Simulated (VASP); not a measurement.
Computed with PBE GGA, VASP's PBE PAW potentials (set 64) (plane waves; VASP).

VASP ran on this input.

File POSCAR:
```
TiAl
1
    2.8256885961     0.0000000000     0.0000000000
    0.0000000000     2.8256885961     0.0000000000
    0.0000000000     0.0000000000     4.0632712467
Ti Al
1 1
Direct
  0.0000000000   0.0000000000   0.0000000000
  0.5000000000   0.5000000000   0.5000000000
```

KPOINTS:
```
kpoints
0
Gamma
13 13 9
0 0 0
```

**INCAR**
```
SYSTEM = TiAl
PREC = Accurate
ENCUT = 500
EDIFF = 1E-6
NELM = 100
ALGO = Normal
LREAL = .FALSE.
LASPH = .TRUE.
ISMEAR = 1
SIGMA = 0.1
GGA = PE
LMAXMIX = 4
LWAVE = .FALSE.
LCHARG = .FALSE.
IBRION = 2
ISIF = 3
NSW = 40
EDIFFG = -0.02
PSTRESS = 50
```

POTCAR, in this order: Ti_sv Al (PBE.64 set). Program: vasp_std.

Energy and stress use the plane-wave basis of the starting cell.

Problem. Predict the energy per atom (σ→0), volume per atom, band gap (on the k-mesh).

Solution. 
| Property | Result |
|---|---|
| energy per atom (σ→0) | -6.185 eV/atom |
| band gap (on the k-mesh) | none (metal, semimetal or under 0.01 eV) |
| volume per atom | 15.58 Å^3/atom |

### OSZICAR
```
...
DAV:   4    -0.123649454348E+02   -0.26214E-02   -0.28853E-02  3595   0.120E+00    0.195E-01
DAV:   5    -0.123686331612E+02   -0.36877E-02   -0.62751E-03  4295   0.612E-01    0.195E-01
DAV:   6    -0.123700680318E+02   -0.14349E-02   -0.31975E-03  4443   0.406E-01    0.567E-02
DAV:   7    -0.123702111221E+02   -0.14309E-03   -0.36647E-04  4338   0.147E-01    0.120E-02
DAV:   8    -0.123702247092E+02   -0.13587E-04   -0.37350E-05  4096   0.512E-02    0.851E-03
DAV:   9    -0.123702263849E+02   -0.16757E-05   -0.94633E-06  4309   0.243E-02    0.116E-03
DAV:  10    -0.123702264070E+02   -0.22145E-07   -0.47211E-07  1828   0.523E-03
   3 F= -.11397724E+02 E0= -.11397537E+02  d E =-.206836E-01
```

The compound is TiAl in the L1_0 structure. This run relaxes it under an external pressure of 5 GPa. Symmetry was kept, so distortions that lower it aren't found. The electron count is odd and the run is not spin-polarised, which forces a metal.
